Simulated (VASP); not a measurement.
A convergence study with VASP on C (graphite): a few settings are varied, all else stays as given below, so the limit is that of these other settings. The cell's lengths are 1 % over those of the tabulated start and one atom is moved, so it is off equilibrium.

```xyz
4
Lattice="1.2423 -2.1517 0.0000 1.2423 2.1517 0.0000 0.0000 0.0000 6.7771" Properties=species:S:1:pos:R:3 pbc="T T T"
C      0.0000     0.0000     1.6943
C      0.0000     0.0000     5.0828
C      1.2423     0.7172     1.6943
C      1.3029    -0.7172     5.0828
```

Method: LDA (Ceperley-Alder, Perdew-Zunger), VASP's LDA PAW potentials (set 64) (plane waves; VASP). The last row used: 700 eV cut-off, 12×12×4 Γ-centred mesh, first-order Methfessel-Paxton smearing of 0.10 eV, potentials C.

```csv
setting,E (eV/atom),pressure (GPa),largest force (eV/Å),electronic steps
"ALGO = Normal, EDIFF = 1E-2",-10.0803,-10.83,3.008,8
"ALGO = Normal, EDIFF = 1E-3",-10.0801,-11.68,3.022,9
"ALGO = Normal, EDIFF = 1E-4",-10.0801,-11.94,3.028,10
"ALGO = Normal, EDIFF = 1E-5",-10.0801,-11.99,3.028,11
"ALGO = Normal, EDIFF = 1E-6",-10.0801,-12.00,3.027,12
"ALGO = Normal, EDIFF = 1E-8",-10.0801,-12.00,3.027,14
"ALGO = Normal, EDIFF = 1E-9",-10.0801,-12.00,3.027,14
"ALGO = Fast, EDIFF = 1E-2",-10.0801,-11.28,3.023,10
"ALGO = Fast, EDIFF = 1E-3",-10.0802,-11.60,3.027,12
"ALGO = Fast, EDIFF = 1E-4",-10.0802,-11.13,3.016,14
"ALGO = Fast, EDIFF = 1E-5",-10.0802,-11.06,3.016,16
"ALGO = Fast, EDIFF = 1E-6",-10.0801,-11.97,3.027,19
"ALGO = Fast, EDIFF = 1E-7",-10.0801,-11.99,3.027,24
"ALGO = Fast, EDIFF = 1E-8",-10.0801,-12.00,3.027,27
"ALGO = Fast, EDIFF = 1E-9",-10.0801,-12.00,3.027,29
"ALGO = All, EDIFF = 1E-2",-10.0799,-12.10,3.037,10
"ALGO = All, EDIFF = 1E-3",-10.0801,-12.06,3.030,11
"ALGO = All, EDIFF = 1E-4",-10.0801,-12.00,3.027,13
"ALGO = All, EDIFF = 1E-5",-10.0801,-12.00,3.027,14
"ALGO = All, EDIFF = 1E-6",-10.0801,-12.00,3.027,15
"ALGO = All, EDIFF = 1E-7",-10.0801,-12.01,3.027,17
"ALGO = All, EDIFF = 1E-8",-10.0801,-12.01,3.027,18
"ALGO = All, EDIFF = 1E-9",-10.0801,-12.01,3.027,20
```

Left out are rungs that failed or repeat a setting and relaxations that didn't move; long series are thinned to 24 rows.

The compound is C in the graphite structure. The cell was not relaxed at this level, it is distorted from the ideal structure.
